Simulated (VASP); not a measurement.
Computed with PBE GGA with D4 dispersion, VASP's PBE PAW potentials (set 64) (plane waves; VASP).

The input files of a VASP run:

### INCAR
```
ALGO  =  Normal
EDIFF  =  1E-7
ENCUT  =  520
GGA  =  PE
ICHARG  =  11
ISMEAR  =  0
IVDW  =  13
LASPH  =  .TRUE.
LCHARG  =  .FALSE.
LMAXMIX  =  4
LORBIT  =  11
LREAL  =  .FALSE.
LWAVE  =  .FALSE.
NELM  =  100
PREC  =  Accurate
SIGMA  =  0.05
SYSTEM  =  PbTe
```

### POSCAR
```
PbTe
1
   -0.0000000000     3.2345543205     3.2345543205
    3.2345543205     0.0000000000     3.2345543205
    3.2345543205     3.2345543205     0.0000000000
Te Pb
1 1
Direct
  0.5000000000   0.5000000000   0.5000000000
  1.0000000000   1.0000000000   0.0000000000
```

KPOINTS:
```
k-points along high-symmetry lines
15
Line-mode
Reciprocal
  0.000000   0.000000   0.000000 ! GAMMA
  0.500000   0.000000   0.500000 ! X

  0.500000   0.000000   0.500000 ! X
  0.625000   0.250000   0.625000 ! U

  0.375000   0.375000   0.750000 ! K
  0.000000   0.000000   0.000000 ! GAMMA

  0.000000   0.000000   0.000000 ! GAMMA
  0.500000   0.500000   0.500000 ! L

  0.500000   0.500000   0.500000 ! L
  0.500000   0.250000   0.750000 ! W

  0.500000   0.250000   0.750000 ! W
  0.500000   0.000000   0.500000 ! X
```

POTCAR, in this order: Te Pb_d (PBE.64 set). Program: vasp_std. Read from the step before: CHGCAR.

What VASP printed:

**OSZICAR**
```
       N       E                     dE             d eps       ncg     rms          rms(c)
DAV:   1     0.152219408105E+03    0.15222E+03   -0.93561E+03  2526   0.138E+03
DAV:   2     0.340210435928E+01   -0.14882E+03   -0.14557E+03  2640   0.335E+02
DAV:   3    -0.759169656002E+01   -0.10994E+02   -0.10605E+02  3426   0.970E+01
DAV:   4    -0.786722385912E+01   -0.27553E+00   -0.27543E+00  2946   0.191E+01
DAV:   5    -0.787778154520E+01   -0.10558E-01   -0.10557E-01  3560   0.329E+00
DAV:   6    -0.787829014993E+01   -0.50860E-03   -0.50860E-03  3430   0.612E-01
DAV:   7    -0.787829357423E+01   -0.34243E-05   -0.34243E-05  3584   0.530E-02
DAV:   8    -0.787829364193E+01   -0.67697E-07   -0.67666E-07  3076   0.749E-03
   1 F= -.87513195E+01 E0= -.87513195E+01  d E =-.601390E-13
```

**OUTCAR**
```
 val. band max:        5.5825757948   @ k =   0.5000   0.5000   0.5000

 cond. band min:       6.3246824974   @ k =   0.5000   0.5000   0.5000



 k-point     1 :       0.0000    0.0000    0.0000
  band No.  band energies     occupation
      1     -11.1345      2.00000
      2     -11.1345      2.00000
      3     -11.1255      2.00000
      4     -11.1255      2.00000
      5     -11.1255      2.00000
      6      -6.4089      2.00000
      7      -0.0209      2.00000
      8       4.2482      2.00000
      9       4.2482      2.00000
     10       4.2482      2.00000
     11       9.6565      0.00000
     12       9.6565      0.00000
     13       9.6565      0.00000
     14      11.3859      0.00000

 k-point     2 :       0.0357    0.0000    0.0357
  band No.  band energies     occupation
      1     -11.1349      2.00000
      2     -11.1343      2.00000
      3     -11.1257      2.00000
      4     -11.1252      2.00000
      5     -11.1252      2.00000
      6      -6.3943      2.00000
      7      -0.0713      2.00000
      8       4.2251      2.00000
      9       4.2251      2.00000
     10       4.3320      2.00000
     11       9.4065      0.00000
     12       9.6540      0.00000
     13       9.6540      0.00000
     14      11.2759      0.00000

 k-point     3 :       0.0714    0.0000    0.0714
  band No.  band energies     occupation
      1     -11.1365      2.00000
      2     -11.1339      2.00000
      3     -11.1260      2.00000
      4     -11.1244      2.00000
      5     -11.1244      2.00000
      6      -6.3505      2.00000
      7      -0.2095      2.00000
      8       4.1581      2.00000
      9       4.1581      2.00000
     10       4.5638      2.00000
     11       8.8207      0.00000
     12       9.6545      0.00000
     13       9.6545      0.00000
     14      11.0229      0.00000

 k-point     4 :       0.1071    0.0000    0.1071
  band No.  band energies     occupation
      1     -11.1390      2.00000
...
```

The density is held fixed in this step, so its total energy and stress have no physical meaning. Unless said otherwise, spin-orbit coupling is left out, though it shifts the bands of the heavy elements here.

The compound is PbTe in the rock salt structure. It was relaxed first.
